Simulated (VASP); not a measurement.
Given:

```xyz
9
Lattice="2.9507 -0.0001 0.0000 0.0001 4.7134 -0.0061 1.4748 0.2334 7.0551" Properties=species:S:1:pos:R:3 pbc="T T T"
Ti     2.9623     2.6063     4.8227
Ti     1.4855     2.3445     2.2364
Ti     0.0111     0.0018     0.0050
O      2.9625     4.0484     6.1492
O      1.4871     3.4415     3.8724
O      2.9626     3.3092     1.3751
O      1.4871     1.6414     5.6837
O      2.9623     1.5090     3.1863
O      1.4876     0.9024     0.9097
```

These are PBEsol GGA, VASP's PBE PAW potentials (set 64) (plane waves; VASP) values and carry that method's errors. Settings: 520 eV cut-off, Gaussian smearing of 0.050 eV, potentials Ti_sv O.

Question: Give the energies of bands 29 to 42 at the high-symmetry points, in eV from the valence-band maximum.

Answer: 
| band | Γ | X | Z | T2 | V2 |
|---|---|---|---|---|---|
| 29 | -2.11 | -2.25 | -1.80 | -2.15 | -2.21 |
| 30 | -1.65 | -1.61 | -1.67 | -2.12 | -1.96 |
| 31 | -1.59 | -1.30 | -1.63 | -1.97 | -1.90 |
| 32 | -0.94 | -1.17 | -1.16 | -1.71 | -1.45 |
| 33 | -0.44 | -1.11 | -0.90 | -1.63 | -1.31 |
| 34 | -0.37 | -0.93 | -0.89 | -1.31 | -0.78 |
| 35 | -0.29 | -0.88 | -0.30 | -1.19 | -0.69 |
| 36 | -0.06 | -0.79 | -0.16 | -1.05 | -0.59 |
| 37 | 2.24 | 2.34 | 2.39 | 2.55 | 2.39 |
| 38 | 2.66 | 2.66 | 2.64 | 2.61 | 2.54 |
| 39 | 2.78 | 2.77 | 2.80 | 3.23 | 2.99 |
| 40 | 2.90 | 3.00 | 2.97 | 3.41 | 3.44 |
| 41 | 3.14 | 3.10 | 3.00 | 3.54 | 3.46 |
| 42 | 3.19 | 3.21 | 3.16 | 3.56 | 3.55 |

The gap is indirect, 2.24 eV, from the valence maximum at Γ-Z at 0.45 to the conduction minimum at Γ.

The structure comes from a computed database's TiO2 entry; how it stands against other phases isn't given here. It was relaxed first.
